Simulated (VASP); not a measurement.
These are PBEsol GGA, VASP's PBE PAW potentials (set 64) (plane waves; VASP 6.6.1) values and carry that method's errors.

Input for VASP

File KPOINTS:
```
K-points
0
gamma
7 7 2
```

### POSCAR
```
Al4PSb3
1
   -0.0000000000     2.9984087306     2.9984087306
    2.9984087306    -0.0000000000     2.9984087306
   11.9953775072    11.9953775072    -0.0017425848
Al Sb P
4 3 1
Direct
  0.0224426078   0.0224426078   0.9831680442
  0.0075213329   0.0075213329   0.2443590002
  0.9932697565   0.9932697565   0.5050476827
  0.9783271314   0.9783271314   0.7662546515
  0.2632483484   0.2632483484   0.0525637387
  0.2493449161   0.2493449161   0.3129913128
  0.2348607719   0.2348607719   0.5738544210
  0.2509851349   0.2509851349   0.8117611489
```

### INCAR
```
! general
SYSTEM  = Al4PSb3
PREC    = Accurate
ENCUT   = 400   ! plane-wave cut-off (eV)
LREAL   = F
LASPH   = T   ! aspherical one-centre terms

! electronic loop
EDIFF   = 1E-7   ! SCF stop (eV)
NELM    = 100   ! most electronic steps
ALGO    = Normal   ! blocked Davidson
LMAXMIX = 4

! smearing
ISMEAR  = -5

! functional
GGA     = PS   ! PBEsol

! ions
ISIF    = 2   ! forces and stress, cell fixed

! output
LWAVE   = F
LCHARG  = T
LORBIT  = 11
NEDOS   = 601   ! DOS grid
```

POTCAR, in this order: Al Sb P (PBE.64 set). Program: vasp_std.

The resulting files:

**OSZICAR**
```
       N       E                     dE             d eps       ncg     rms          rms(c)
DAV:   1     0.967204446951E+02    0.96720E+02   -0.91539E+03  1344   0.944E+02
DAV:   2    -0.293483540354E+02   -0.12607E+03   -0.12069E+03  1768   0.161E+02
DAV:   3    -0.377058389653E+02   -0.83575E+01   -0.82515E+01  1718   0.436E+01
DAV:   4    -0.378725283717E+02   -0.16669E+00   -0.16627E+00  1599   0.715E+00
DAV:   5    -0.378772268248E+02   -0.46985E-02   -0.46975E-02  1772   0.126E+00    0.718E+00
DAV:   6    -0.372521764340E+02    0.62505E+00   -0.91722E-01  1554   0.375E+00    0.445E+00
DAV:   7    -0.371019791386E+02    0.15020E+00   -0.64879E-01  1592   0.330E+00    0.117E+00
DAV:   8    -0.370931494234E+02    0.88297E-02   -0.57614E-02  1564   0.123E+00    0.401E-01
DAV:   9    -0.370944145131E+02   -0.12651E-02   -0.10798E-02  1604   0.544E-01    0.183E-01
DAV:  10    -0.370943397898E+02    0.74723E-04   -0.62968E-04  1659   0.130E-01    0.111E-01
DAV:  11    -0.370944884637E+02   -0.14867E-03   -0.38752E-04  1608   0.951E-02    0.434E-02
DAV:  12    -0.370944678222E+02    0.20642E-04   -0.57114E-05  1629   0.423E-02    0.211E-02
DAV:  13    -0.370944739587E+02   -0.61365E-05   -0.33567E-05  1688   0.255E-02    0.113E-02
DAV:  14    -0.370944753691E+02   -0.14104E-05   -0.51663E-06  1529   0.114E-02    0.298E-03
DAV:  15    -0.370944757982E+02   -0.42909E-06   -0.84753E-07  1559   0.507E-03    0.111E-03
DAV:  16    -0.370944758193E+02   -0.21123E-07   -0.64573E-08  1027   0.146E-03
   1 F= -.37094476E+02 E0= -.37094476E+02  d E =0.000000E+00
```

File OUTCAR:
```
------------------------ aborting loop because EDIFF is reached ----------------------------------------
  FORCE on cell =-STRESS in cart. coord.  units (eV):
  Direction    XX          YY          ZZ          XY          YZ          ZX
  --------------------------------------------------------------------------------------
  Total        0.0266593      0.0266593      0.0266593      0.0583039     -0.0583039     -0.0583039
  in kB        0.1980166      0.1980166      0.1980166      0.4330631     -0.4330631     -0.4330631
  external PRESSURE =       0.1980166 kB  Pullay stress =       0.0000000 kB
  volume of cell :      215.70
      direct lattice vectors                 reciprocal lattice vectors
     0.000000000  2.998408731  2.998408731    -0.166743006  0.166767229  0.166743006
     2.998408731  0.000000000  2.998408731     0.166767229 -0.166743006  0.166743006
    11.995377507 11.995377507 -0.001742585     0.041679696  0.041679696 -0.041679696
 POSITION                                       TOTAL-FORCE (eV/Angst)
 -----------------------------------------------------------------------------------
     11.86076     11.86076      0.13287        -0.009168     -0.009168      0.009168
      2.95373      2.95373      0.04468        -0.004792     -0.004792      0.004792
      9.03647      9.03647      5.95558        -0.004592     -0.004592      0.004592
     12.12494     12.12494      5.86551        -0.003728     -0.003728      0.003728
      1.41985      1.41985      1.57856         0.002971      0.002971     -0.002971
      4.50209      4.50209      1.49473         0.012939      0.012939     -0.012939
      7.58781      7.58781      1.40742         0.007536      0.007536     -0.007536
     10.48994     10.48994      1.50370        -0.001167     -0.001167      0.001167
 -----------------------------------------------------------------------------------
    total drift:                                0.000096      0.000096     -0.000097
  FREE ENERGIE OF THE ION-ELECTRON SYSTEM (eV)
  ---------------------------------------------------
  free  energy   TOTEN  =       -37.0944758193 eV

  energy  without entropy=      -37.0944758193  energy(sigma->0) =      -37.09447582

 total charge

# of ion       s       p       d       tot
------------------------------------------
    1        0.410   0.375   0.000   0.785
    2        0.415   0.367   0.000   0.782
    3        0.415   0.367   0.000   0.782
    4        0.397   0.316   0.000   0.713
    5        1.111   1.446   0.024   2.581
    6        1.111   1.441   0.025   2.577
    7        1.112   1.444   0.024   2.580
    8        1.019   1.478   0.000   2.497
--------------------------------------------------
tot          5.990   7.234   0.073  13.297
```
(Selected blocks of OUTCAR.)

### OUTCAR
```
 val. band max:        4.8995671904   @ k =   0.0000   0.0000   0.0000

 cond. band min:       5.1549652604   @ k =   0.0000   0.0000   0.0000


 Fermi energy:         4.9216284118

 k-point     1 :       0.0000    0.0000    0.0000
  band No.  band energies     occupation
      1      -6.5290      2.00000
      2      -5.7626      2.00000
      3      -5.5198      2.00000
      4      -4.7855      2.00000
      5      -0.8618      2.00000
      6       1.2080      2.00000
      7       1.3213      2.00000
      8       2.9308      2.00000
      9       2.9308      2.00000
     10       4.2660      2.00000
     11       4.2660      2.00000
     12       4.4790      2.00000
     13       4.4790      2.00000
     14       4.4897      2.00000
     15       4.8996      2.00000
     16       4.8996      2.00000
     17       5.1550      0.00000
     18       6.7116      0.00000
     19       6.9520      0.00000
     20       7.0497      0.00000
     21       7.8776      0.00000

 k-point     2 :       0.1429    0.0000   -0.0000
  band No.  band energies     occupation
      1      -6.3778      2.00000
      2      -5.6566      2.00000
      3      -5.2589      2.00000
      4      -4.6909      2.00000
      5      -0.6598      2.00000
      6       0.6022      2.00000
      7       1.6463      2.00000
      8       2.2170      2.00000
      9       2.7071      2.00000
     10       2.9858      2.00000
     11       3.1582      2.00000
     12       3.7409      2.00000
     13       3.8745      2.00000
     14       4.2477      2.00000
     15       4.3222      2.00000
     16       4.6375      2.00000
     17       6.0000      0.00000
     18       7.1608      0.00000
     19       7.3054      0.00000
     20       7.5457      0.00000
     21       7.9881      0.00000

 k-point     3 :       0.2857    0.0000    0.0000
  band No.  band energies     occupation
      1      -5.9868      2.00000
      2      -5.2297      2.00000
      3      -4.7248      2.00000
...
```

Unless said otherwise, spin-orbit coupling is left out, though it shifts the bands of the heavy elements here.

The structure was generated: Al4PSb3 was put into an ordered model structure (R3m), which need not be its known phase. It was relaxed first.
